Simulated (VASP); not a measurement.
Input:

```
La2O3
1.0
    1.96888    -3.41020     0.00000
    1.96888     3.41020     0.00000
    0.00000     0.00000     6.18397
La O
2 3
Direct
  0.33333   0.66667   0.24727
  0.66667   0.33333   0.75273
  0.00000   0.00000   0.00000
  0.33333   0.66667   0.64578
  0.66667   0.33333   0.35422
```

All values below come from PBE GGA with spin-orbit coupling, VASP's PBE PAW potentials (set 64) (plane waves; VASP 6.6.1). Run with 520 eV cut-off, 6×6×4 Γ-centred mesh, Gaussian smearing of 0.050 eV, potentials La O.

Q: Give the energies of bands 31 to 44 at the high-symmetry points, in eV from the valence-band maximum.

A: 
```tsv
band	Γ	M	K	A	L	H
31	-2.06	-0.78	-1.26	-1.88	-1.00	-1.35
32	-2.06	-0.78	-1.26	-1.88	-1.00	-1.35
33	-1.63	-0.76	-0.81	-0.99	-0.96	-0.60
34	-1.63	-0.76	-0.81	-0.99	-0.96	-0.60
35	-0.40	-0.64	-0.81	-0.77	-0.70	-0.29
36	-0.40	-0.64	-0.81	-0.77	-0.70	-0.29
37	-0.33	-0.41	-0.78	-0.32	-0.36	-0.28
38	-0.33	-0.41	-0.78	-0.32	-0.36	-0.28
39	-0.10	-0.27	-0.11	-0.23	0.00	-0.19
40	-0.10	-0.27	-0.11	-0.23	0.00	-0.19
41	4.25	3.83	3.84	4.63	4.35	4.20
42	4.25	3.83	3.84	4.63	4.35	4.20
43	4.58	4.65	4.69	4.70	4.56	4.79
44	4.58	4.65	4.69	4.70	4.56	4.79
```

The gap is indirect, 3.83 eV, from the valence maximum at L to the conduction minimum at M.

The compound is La2O3 in the a-type structure. It was relaxed first.
